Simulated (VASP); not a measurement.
## Ti2SiTe2: relaxation of cell and atoms with PBE

Crystal: Ti2SiTe2.

```xyz
5
Lattice="3.7379 0.0000 0.0000 -1.8690 3.2371 0.0000 0.0000 0.0000 10.0480" Properties=species:S:1:pos:R:3 pbc="T T T"
Ti    0.0000    2.1581    8.5280
Ti    0.0000    2.1581    1.5200
Si    0.0000    0.0000    0.0000
Te    1.8690    1.0790    6.8360
Te    1.8690    1.0790    3.2120
```

The cell was built by a generator and needn't be a form met in nature.

| Item | Value |
| --- | --- |
| Program | VASP 6.6.1 |
| Task | relaxation of cell and atoms |
| Functional | PBE |
| Potentials or basis | VASP PAW PBE potentials, release 64 (Ti_sv, Si, Te) |
| Cutoff | 520 eV |
| k mesh | 10 × 10 × 4 |
| Occupations | gaussian, width 0.1 eV |
| Spin | no spin polarisation |
| Further INCAR settings | ALGO = Normal; EDIFF = 1e-06; IBRION = 2; EDIFFG = -0.01; NSW = 90; ISIF = 3 |

The relaxed volume is 24.83 Å³/atom, the relaxed cell is a = 3.693 Å, b = 3.693 Å, c = 10.511 Å, α = 90.00°, β = 90.00°, γ = 120.00° and the space group after relaxing (to 0.05 Å) is P-6m2 (No. 187). The energy gained by relaxing is 4.3 meV/atom and the ionic steps are 26. The pressure after relaxing is 0.0 GPa and the largest force after relaxing is 0.007 eV/Å. The band gap on the k mesh is none (metal or under the smearing width).

Forces on the atoms (eV/Å):
```
Ti   0.000  0.000  0.004
Ti   0.000  0.000 -0.004
Si   0.000  0.000  0.000
Te   0.000  0.000  0.007
Te   0.000  0.000 -0.007
```

The path:
| step | energy change (eV) | largest force (eV/Å) | pressure (GPa) | volume (Å³) |
| --- | --- | --- | --- | --- |
| 1 | 0.0000 | 0.0429 | 0.04 | 121.58 |
| 2 | -0.0061 | 0.0609 | -0.02 | 121.68 |
| 3 | -0.0118 | 0.1007 | -0.17 | 121.87 |
| 4 | -0.0118 | 0.1066 | -0.22 | 121.89 |
| 5 | -0.0138 | 0.0606 | 0.42 | 121.10 |
| 6 | -0.0138 | 0.0664 | 0.37 | 121.19 |
| 7 | -0.0157 | 0.0699 | 0.28 | 121.54 |
| 8 | -0.0172 | 0.1202 | 0.10 | 122.24 |
| 9 | -0.0196 | 0.0779 | 0.00 | 122.90 |
| 10 | -0.0208 | 0.0754 | -0.19 | 124.43 |
| 11 | -0.0210 | 0.0424 | -0.18 | 124.05 |
| 12 | -0.0210 | 0.0261 | -0.15 | 123.87 |
| 13 | -0.0210 | 0.0318 | -0.15 | 123.93 |
| 14 | -0.0212 | 0.0383 | 0.17 | 123.64 |
| 15 | -0.0213 | 0.0359 | 0.09 | 123.75 |
| 16 | -0.0213 | 0.0355 | 0.05 | 123.78 |
| 17 | -0.0214 | 0.0042 | 0.04 | 123.84 |
| 18 | -0.0214 | 0.0126 | 0.03 | 123.87 |
| 19 | -0.0214 | 0.0149 | -0.02 | 123.99 |
| 20 | -0.0215 | 0.0200 | -0.04 | 124.10 |
| 21 | -0.0214 | 0.0293 | -0.14 | 124.33 |
| 22 | -0.0214 | 0.0235 | -0.11 | 124.19 |
| 23 | -0.0214 | 0.0218 | -0.10 | 124.15 |
| 24 | -0.0215 | 0.0207 | -0.08 | 124.13 |
| 25 | -0.0215 | 0.0172 | -0.06 | 124.13 |
| 26 | -0.0215 | 0.0069 | -0.02 | 124.15 |

Final structure:
```yaml
crystal:
  lattice:
    - [3.69306, 0.00000, 0.00000]
    - [-1.84653, 3.19829, 0.00000]
    - [0.00000, 0.00000, 10.51131]
  atoms:
    - { symbol: Ti, position: [0.33333, 0.66667, 0.85323] }
    - { symbol: Ti, position: [0.33333, 0.66667, 0.14677] }
    - { symbol: Si, position: [0.00000, 0.00000, 0.00000] }
    - { symbol: Te, position: [0.66667, 0.33333, 0.68831] }
    - { symbol: Te, position: [0.66667, 0.33333, 0.31169] }
```

Levels at points of the mesh, in eV from the Fermi level:
```
           k point  band 16  band 17  band 18  band 19  band 20  band 21  band 22  band 23  band 24
(0.00, 0.00, 0.00)    -0.73    -0.73    -0.16     0.41     0.44     0.44     1.08     1.08     1.80
(0.50, 0.00, 0.00)    -2.00    -1.61    -1.33    -1.14    -0.57    -0.10     0.62     1.52     1.60
(0.00, 0.00, 0.50)    -0.80    -0.76    -0.76     0.39     0.44     0.44     1.08     1.08     1.91
(0.50, 0.00, 0.50)    -1.60    -1.58    -1.42    -1.21    -0.34    -0.04     0.49     1.52     1.60
```

Run time: 5.8 min on 4 MPI ranks on Intel(R) Xeon(R) 6975P-C (Granite Rapids), with other jobs on the host, peak memory 0.33 GiB a rank.

Caveat: this functional lacks dispersion, which binds the layers, so the pressure and a relaxed spacing across them are unreliable. The run has no spin-orbit coupling, so splittings on Te are missing.
